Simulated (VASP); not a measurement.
# Rb2In (Fm-3m) in VASP: equation of state

Aim: energy against volume of Rb2In in PBE, for its equilibrium volume and stiffness.

Everything below comes from runs of VASP 6.6.1. Logs are shortened: lines on timing, memory, paths and dates and some standing lists are left out, and cuts for length are marked.

## (1) The structure

Symmetry: Fm-3m, No. 225, cubic system. The conventional cell has a = 9.153 Å, b = 9.153 Å, c = 9.153 Å, α = 90.00°, β = 90.00°, γ = 90.00°. Rb (site symmetry -43m) is surrounded by 4 In at 3.96 Å. In (site symmetry m-3m) has 8 Rb at 3.96 Å as nearest neighbours.

The cell was built by a generator and needn't be a form met in nature.

## (2) Equation of state, PBE, 60.07 Å³/atom (volume scaled by 0.94)

INCAR

```
SYSTEM = Rb2In
PREC = Accurate
ENCUT = 520
EDIFF = 1E-7
ISMEAR = -1
SIGMA = 0.05
LREAL = .False.
LASPH = .True.
NELM = 80
ALGO = Normal
ISIF = 2
LWAVE = .False.
LCHARG = .False.
GGA = PE
NBANDS = 22
```

KPOINTS

```
regular mesh
0
Gamma
  5 5 5
  0 0 0
```

POSCAR

```
Rb2In
1.0
    0.0000000000      4.4831933769      4.4831933769
    4.4831933769      0.0000000000      4.4831933769
    4.4831933769      4.4831933769      0.0000000000
Rb In
2 1
Direct
    0.2500000000      0.2500000000      0.2500000000
    0.7500000000      0.7500000000      0.7500000000
    0.0000000000      0.0000000000      0.0000000000
```

Potentials or basis: VASP PAW PBE potentials, release 64 (Rb_sv, In_d).

Launch:

```bash
$ cat potpaw_PBE.64/Rb_sv/POTCAR potpaw_PBE.64/In_d/POTCAR > POTCAR
$ mpirun -np 1 vasp_std > vasp.out
```

OUTCAR:

```text
SYSTEM = Rb2In
   PREC = Accurate
   ENCUT = 520
   EDIFF = 1E-7
   ISMEAR = -1
   LREAL = .False.
   LASPH = .True.
   NELM = 80
   ISIF = 2
   GGA = PE

 Found     10 irreducible k-points:

 Following reciprocal coordinates:
            Coordinates               Weight
  0.000000  0.000000  0.000000      1.000000
  0.200000  0.000000  0.000000      8.000000
  0.400000  0.000000  0.000000      8.000000
  0.200000  0.200000  0.000000      6.000000
  0.400000  0.200000  0.000000     24.000000
 -0.400000  0.200000  0.000000     24.000000
   k-points           NKPTS =     10   k-points in BZ     NKDIM =     10   number of bands    NBANDS=     22
   number of dos      NEDOS =    301   number of ions     NIONS =      3
   total plane-waves  NPLWV = 110592
   dimension x,y,z NGX =    48 NGY =   48 NGZ =   48
   dimension x,y,z NGXF=    96 NGYF=   96 NGZF=   96
   ions per type =               2   1
   NGX,Y,Z   is equivalent  to a cutoff of  12.59, 12.59, 12.59 a.u.
   NGXF,Y,Z  is equivalent  to a cutoff of  25.17, 25.17, 25.17 a.u.
 SYSTEM =  Rb2In
   PREC   = accura    normal or accurate (medium, high low for compatibility)
   ISTART =      0    job   : 0-new  1-cont  2-samecut
   ICHARG =      2    charge: 1-file 2-atom 10-const
   ISPIN  =      1    spin polarized calculation?
   LNONCOLLINEAR =      F non collinear calculations
   LSORBIT =      F    spin-orbit coupling
   LASPH  =      T    aspherical Exc in radial PAW
   ENCUT  =  520.0 eV  38.22 Ry    6.18 a.u.  11.79 11.79 11.79*2*pi/ulx,y,z
   NELM   =     80;   NELMIN=  2; NELMDL= -5     # of ELM steps
   EDIFF  = 0.1E-06   stopping-criterion for ELM
   LREAL  =      F    real-space projection
   EDIFFG = 0.1E-05   stopping-criterion for IOM
   NSW    =      0    number of steps for IOM
   IBRION =     -1    ionic relax: 0-MD 1-quasi-New 2-CG
   NFREE  =      0    steps in history (QN), initial steepest desc. (CG)
   ISIF   =      2    stress and relaxation
   ISYM   =      2    0-nonsym 1-usesym 2-fastsym
   POTIM  = 0.5000    time-step for ionic-motion
   TEBEG  =    0.0;   TEEND  =   0.0 temperature during run
   PSTRESS=    0.0 pullay stress
   NELECT =      31.0000    total number of electrons
   NUPDOWN=      -1.0000    fix difference up-down
   EMIN   =  10.00;   EMAX   =-10.00  energy-range for DOS
   EFERMI =   0.00;   METHOD = LEGACY
   ISMEAR =    -1;   SIGMA  =   0.05  broadening in eV -4-tet -1-fermi 0-gaus
   EFERMI_NEDOS =   21; number of points for ismear=-14 and -15
   IALGO  =     38    algorithm
   IMIX   =      4    mixing-type and parameters
     AMIX     =   0.40;   BMIX     =  1.00
     AMIX_MAG =   1.60;   BMIX_MAG =  1.00
  volume/ion in A,a.u.               =      60.07       405.38
  Fermi-wavevector in a.u.,A,eV,Ry     =   0.910468  1.720535 11.278571  0.828952
  Thomas-Fermi vector in A             =   2.034634
   LORBIT       =      0    0 simple, 1 ext, 2 COOP (PROOUT), +10 PAW based schemes
   GGA     = PE    functional components
   LHFCALC =     F    Hartree Fock is set to
   AEXX    =    0.0000 exact exchange contribution
   IVDW    =     0    specifies the selected vdW correction
   LEPSILON=     F    determine dielectric tensor
   LRPA    =     F    only Hartree local field effects (RPA)
 non-spin polarized calculation
  energy-cutoff  :      520.00
  volume of cell :      180.22
 maximum number of plane-waves:      4909
   NGX = 23   NGY = 23   NGZ = 23

 number of electron      31.0000001 magnetization

 Free energy of the ion-electron system (eV)
  ---------------------------------------------------
  ext. energy  EPLUGINS =         0.00000000
  ---------------------------------------------------
  free energy    TOTEN  =        -3.98800303 eV

  energy without entropy =       -3.96351294  energy(sigma->0) =       -3.97575798

 E-fermi :   0.9581     XC(G=0):  -6.5198

 val. band max:        0.8585807499   @ k =  -0.4000   0.4000   0.0000
 cond. band min:       1.0058804357   @ k =  -0.2000   0.2000   0.0000
 fundamental gap:      0.1472996858
 Fermi energy:         0.9581003632

 k-point     1 :       0.0000    0.0000    0.0000
  band No.  band energies     occupation
      1     -27.2398      2.00000
      2     -27.2196      2.00000
      3     -13.8321      2.00000
      4     -13.8321      2.00000
      5     -13.8321      2.00000
      6     -13.8175      2.00000
      7     -13.8175      2.00000
      8     -11.3960      2.00000
      9     -11.3960      2.00000
     10     -11.3960      2.00000
     11     -11.2814      2.00000
     12     -11.2814      2.00000
     13     -11.2814      2.00000
     14      -4.3233      2.00000
     15       1.1038      0.10295
     16       1.1038      0.10295
     17       1.1038      0.10294
     18       1.8033      0.00000
     19       3.6276      0.00000
     20       3.6276      0.00000
     21       5.4576      0.00000
     22       5.4576      0.00000

 k-point     2 :       0.2000    0.0000    0.0000
  band No.  band energies     occupation
      1     -27.2378      2.00000
      2     -27.2215      2.00000
      3     -13.8316      2.00000
      4     -13.8316      2.00000
      5     -13.8305      2.00000
      6     -13.8175      2.00000
      7     -13.8175      2.00000
      8     -11.3926      2.00000
      9     -11.3865      2.00000
     10     -11.3865      2.00000
     11     -11.2983      2.00000
     12     -11.2935      2.00000
     13     -11.2935      2.00000
     14      -4.2206      2.00000
     15       0.4745      1.99987
     16       1.1662      0.03069
     17       1.1662      0.03069
     18       2.7506      0.00000
     19       3.6346      0.00000
     20       3.6346      0.00000
     21       4.8509      0.00000
     22       4.9490      0.00000

 k-point     3 :       0.4000    0.0000    0.0000
  band No.  band energies     occupation
      1     -27.2327      2.00000
      2     -27.2265      2.00000
      3     -13.8309      2.00000
      4     -13.8309      2.00000
      5     -13.8279      2.00000
      6     -13.8175      2.00000
      7     -13.8175      2.00000
      8     -11.3754      2.00000
      9     -11.3605      2.00000
     10     -11.3605      2.00000
     11     -11.3370      2.00000
     12     -11.3237      2.00000
     13     -11.3237      2.00000
     14      -4.0453      2.00000
     15       0.0615      2.00000
     16       1.2683      0.00403
     17       1.2683      0.00403
     18       3.1254      0.00000
     19       3.7221      0.00000
     20       3.7221      0.00000
     21       3.9396      0.00000
     22       5.2285      0.00000

 k-point     4 :       0.2000    0.2000    0.0000
  band No.  band energies     occupation
      1     -27.2374      2.00000
      2     -27.2219      2.00000
      3     -13.8312      2.00000
      4     -13.8312      2.00000
      5     -13.8305      2.00000
      6     -13.8177      2.00000
      7     -13.8174      2.00000
      8     -11.4078      2.00000
      9     -11.4078      2.00000
     10     -11.3463      2.00000
     11     -11.3457      2.00000
     12     -11.2741      2.00000
     13     -11.2741      2.00000
     14      -4.1878      2.00000
     15       0.3738      1.99998
     16       1.1740      0.02629
     17       1.1740      0.02629
     18       2.9156      0.00000
     19       3.4190      0.00000
     20       3.8312      0.00000
     21       4.2790      0.00000
     22       5.5018      0.00000

 k-point     5 :       0.4000    0.2000    0.0000
  band No.  band energies     occupation
      1     -27.2340      2.00000
      2     -27.2252      2.00000
      3     -13.8304      2.00000
      4     -13.8303      2.00000
      5     -13.8285      2.00000
      6     -13.8178      2.00000
      7     -13.8174      2.00000
      8     -11.4096      2.00000
      9     -11.4046      2.00000
     10     -11.3947      2.00000
     11     -11.3047      2.00000
     12     -11.2850      2.00000
     13     -11.2813      2.00000
     14      -4.0382      2.00000
     15       0.1335      2.00000
     16       1.0701      0.19239
     17       1.2544      0.00533
     18       2.8021      0.00000
     19       3.7262      0.00000
     20       3.9880      0.00000
     21       4.2733      0.00000
     22       4.9637      0.00000

 k-point     6 :      -0.4000    0.2000    0.0000
  band No.  band energies     occupation
      1     -27.2302      2.00000
      2     -27.2289      2.00000
      3     -13.8304      2.00000
      4     -13.8297      2.00000
      5     -13.8278      2.00000
      6     -13.8177      2.00000
      7     -13.8175      2.00000
      8     -11.4255      2.00000
      9     -11.3829      2.00000
     10     -11.3760      2.00000
     11     -11.3210      2.00000
     12     -11.3104      2.00000
     13     -11.2740      2.00000
     14      -3.9783      2.00000
     15       0.1826      2.00000
     16       0.8191      1.88323
     17       1.2972      0.00227
     18       2.8641      0.00000
     19       3.7415      0.00000
     20       3.9283      0.00000
     21       4.4775      0.00000
     22       4.7755      0.00000

 [... further k-points ...]

------------------------ aborting loop because EDIFF is reached ----------------------------------------

  FORCE on cell =-STRESS in cart. coord.  units (eV):
  Direction    XX          YY          ZZ          XY          YZ          ZX
  --------------------------------------------------------------------------------------
  -------------------------------------------------------------------------------------
  Total        0.4691513      0.4691513      0.4691513     -0.0000000      0.0000000     -0.0000000
  in kB        4.1709124      4.1709124      4.1709124     -0.0000000      0.0000000     -0.0000000
  external PRESSURE =       4.1709124 kB  Pullay stress =       0.0000000 kB

 VOLUME and BASIS-vectors are now :
 -----------------------------------------------------------------------------
  energy-cutoff  :      520.00
  volume of cell :      180.22
      direct lattice vectors                 reciprocal lattice vectors
     0.000000000  4.483193377  4.483193377    -0.111527645  0.111527645  0.111527645
     4.483193377  0.000000000  4.483193377     0.111527645 -0.111527645  0.111527645
     4.483193377  4.483193377  0.000000000     0.111527645  0.111527645 -0.111527645

 POSITION                                       TOTAL-FORCE (eV/Angst)
 -----------------------------------------------------------------------------------
      2.24160      2.24160      2.24160        -0.000000     -0.000000     -0.000000
      6.72479      6.72479      6.72479         0.000000      0.000000      0.000000
      0.00000      0.00000      0.00000         0.000000      0.000000      0.000000
 -----------------------------------------------------------------------------------
    total drift:                               -0.000000     -0.000000      0.000000

  FREE ENERGIE OF THE ION-ELECTRON SYSTEM (eV)
  ---------------------------------------------------
  free  energy   TOTEN  =        -3.9880030263 eV

  energy  without entropy=       -3.9635129369  energy(sigma->0) =       -3.97575798
```

It took 28 s on 1 thread of Intel Xeon 6975P-C (Granite Rapids), shared host; peak memory 0.32 GiB.

Results:

* Free energy: -3.9880 eV
* Pressure: 0.4 GPa
* Band gap on the k mesh: none (metal or under the smearing width)

## (3) Equation of state, PBE, 61.35 Å³/atom (volume scaled by 0.96)

INCAR

```
  PREC = Accurate
  ENCUT = 520
  EDIFF = 1E-7
  ISMEAR = -1
  SIGMA = 0.05
  LREAL = F
  LASPH = T
  NELM = 80
  ALGO = Normal
  ISIF = 2
  LWAVE = F
  LCHARG = F
  GGA = PE
  NBANDS = 22
```

KPOINTS

```
regular mesh
0
Gamma
  5 5 5
```

POSCAR

```
Rb2In
1.0
    0.0000000000      4.5147662014      4.5147662014
    4.5147662014      0.0000000000      4.5147662014
    4.5147662014      4.5147662014      0.0000000000
Rb In
2 1
Direct
    0.2500000000      0.2500000000      0.2500000000
    0.7500000000      0.7500000000      0.7500000000
    0.0000000000      0.0000000000      0.0000000000
```

Potentials or basis: VASP PAW PBE potentials, release 64 (Rb_sv, In_d).

Launch:

```bash
$ cat potpaw_PBE.64/Rb_sv/POTCAR potpaw_PBE.64/In_d/POTCAR > POTCAR
$ mpirun -np 1 vasp_std > vasp.out
```

It took 36 s on 1 thread of Intel Xeon 6975P-C (Granite Rapids), shared host; peak memory 0.31 GiB.

It converged, with:

```
Free energy            : -3.9965 eV
Pressure               : 0.3 GPa
Band gap on the k mesh : none (metal or under the smearing width)
```

## (4) Equation of state, PBE, 62.63 Å³/atom (volume scaled by 0.98)

INCAR

```
PREC     = Accurate       # precision mode
ENCUT    = 520            # plane-wave cutoff, eV
EDIFF    = 1E-7           # SCF threshold, eV
ISMEAR   = -1             # smearing method
SIGMA    = 0.05           # smearing width, eV
LREAL    = False          # projectors in reciprocal space
LASPH    = True           # aspherical terms in the spheres
NELM     = 80             # most SCF steps
ALGO     = Normal         # electronic algorithm
ISIF     = 2              # what is computed and relaxed
LWAVE    = False          # write WAVECAR
LCHARG   = False          # write CHGCAR
GGA      = PE             # functional
NBANDS   = 22             # bands
```

KPOINTS is that of step 3.

POSCAR

```
Rb2In
1.0
    0.0000000000      4.5459035040      4.5459035040
    4.5459035040      0.0000000000      4.5459035040
    4.5459035040      4.5459035040      0.0000000000
Rb In
2 1
Direct
    0.2500000000      0.2500000000      0.2500000000
    0.7500000000      0.7500000000      0.7500000000
    0.0000000000      0.0000000000      0.0000000000
```

Launch:

```bash
$ cat potpaw_PBE.64/Rb_sv/POTCAR potpaw_PBE.64/In_d/POTCAR > POTCAR
$ mpirun -np 1 vasp_std > vasp.out
```

Run time: 36 s. Hardware: 1 thread of Intel Xeon 6975P-C (Granite Rapids), shared host; peak memory 0.31 GiB.

It converged, with:

```
Free energy            : -4.0017 eV
Pressure               : 0.1 GPa
Band gap on the k mesh : none (metal or under the smearing width)
```

## (5) Equation of state, PBE, 65.18 Å³/atom (volume scaled by 1.02)

INCAR

```
  PREC = Accurate
  ENCUT = 520
  EDIFF = 1E-7
  ISMEAR = -1
  SIGMA = 0.05
  LREAL = False
  LASPH = True
  NELM = 60
  ALGO = Normal
  ISIF = 2
  LWAVE = False
  LCHARG = False
  GGA = PE
  NBANDS = 22
```

KPOINTS is that of step 4.

POSCAR

```
Rb2In
1.0
    0.0000000000      4.6069296250      4.6069296250
    4.6069296250      0.0000000000      4.6069296250
    4.6069296250      4.6069296250      0.0000000000
Rb In
2 1
Direct
    0.2500000000      0.2500000000      0.2500000000
    0.7500000000      0.7500000000      0.7500000000
    0.0000000000      0.0000000000      0.0000000000
```

Launch:

```bash
$ cat potpaw_PBE.64/Rb_sv/POTCAR potpaw_PBE.64/In_d/POTCAR > POTCAR
$ mpirun -np 1 vasp_std > vasp.out
```

Run time: 32 s. Hardware: 1 thread of Intel Xeon 6975P-C (Granite Rapids), shared host; peak memory 0.33 GiB.

It converged, with:

- Free energy: -4.0033 eV
- Pressure: -0.1 GPa
- Band gap on the k mesh: none (metal or under the smearing width)

## (6) Equation of state, PBE, 66.46 Å³/atom (volume scaled by 1.04)

INCAR

```
SYSTEM = Rb2In
PREC = Accurate
ENCUT = 520
EDIFF = 1E-7
ISMEAR = -1
SIGMA = 0.05
LREAL = .False.
LASPH = .True.
NELM = 60
ALGO = Normal
ISIF = 2
LWAVE = .False.
LCHARG = .False.
GGA = PE
NBANDS = 22
```

KPOINTS

```
Automatic mesh
0
Gamma
  5 5 5
  0 0 0
```

POSCAR

```
Rb2In
1.0
    0.0000000000      4.6368455907      4.6368455907
    4.6368455907      0.0000000000      4.6368455907
    4.6368455907      4.6368455907      0.0000000000
Rb In
2 1
Direct
    0.2500000000      0.2500000000      0.2500000000
    0.7500000000      0.7500000000      0.7500000000
    0.0000000000      0.0000000000      0.0000000000
```

Potentials or basis: VASP PAW PBE potentials, release 64 (Rb_sv, In_d).

Launch:

```bash
$ cat potpaw_PBE.64/Rb_sv/POTCAR potpaw_PBE.64/In_d/POTCAR > POTCAR
$ mpirun -np 1 vasp_std > vasp.out
```

Wall time 35 s (1 thread of Intel Xeon 6975P-C (Granite Rapids), shared host); peak memory 0.34 GiB.

Results (log left out):

- Free energy: -4.0003 eV
- Pressure: -0.2 GPa
- Band gap on the k mesh: none (metal or under the smearing width)

## (7) Equation of state, PBE, 67.74 Å³/atom (volume scaled by 1.06)

INCAR

```
SYSTEM = Rb2In
ALGO = Normal ; EDIFF = 1E-7
ENCUT = 520 ; GGA = PE
ISIF = 2 ; ISMEAR = -1
LASPH = .True. ; LCHARG = .False.
LREAL = .False. ; LWAVE = .False.
NBANDS = 22 ; NELM = 80
PREC = Accurate ; SIGMA = 0.05
```

KPOINTS

```
k-points
0
Gamma
  5 5 5
  0 0 0
```

POSCAR

```
Rb2In
1.0
    0.0000000000      4.6663804354      4.6663804354
    4.6663804354      0.0000000000      4.6663804354
    4.6663804354      4.6663804354      0.0000000000
Rb In
2 1
Direct
    0.2500000000      0.2500000000      0.2500000000
    0.7500000000      0.7500000000      0.7500000000
    0.0000000000      0.0000000000      0.0000000000
```

Launch:

```bash
$ cat potpaw_PBE.64/Rb_sv/POTCAR potpaw_PBE.64/In_d/POTCAR > POTCAR
$ mpirun -np 1 vasp_std > vasp.out
```

Wall time 33 s (1 thread of Intel Xeon 6975P-C (Granite Rapids), shared host); peak memory 0.35 GiB.

Results (log left out):

```yaml
Free_energy: -3.9952 eV
Pressure: -0.3 GPa
Band_gap_on_the_k_mesh: none (metal or under the smearing width)
```

## (8) Equation of state, PBE

No new run: the results of the series are fitted here.

What came out:

* Equilibrium volume: 64.28 Å³/atom
* Bulk modulus: 5.5 GPa
* Pressure derivative of the bulk modulus: 4.2

Energy against volume, from the lowest point:
| volume (Å³/atom) | energy (meV/atom) |
| --- | --- |
| 60.072 | 5.27 |
| 61.350 | 2.45 |
| 62.628 | 0.72 |
| 63.906 | 0.00 |
| 65.184 | 0.17 |
| 66.462 | 1.16 |
| 67.741 | 2.87 |
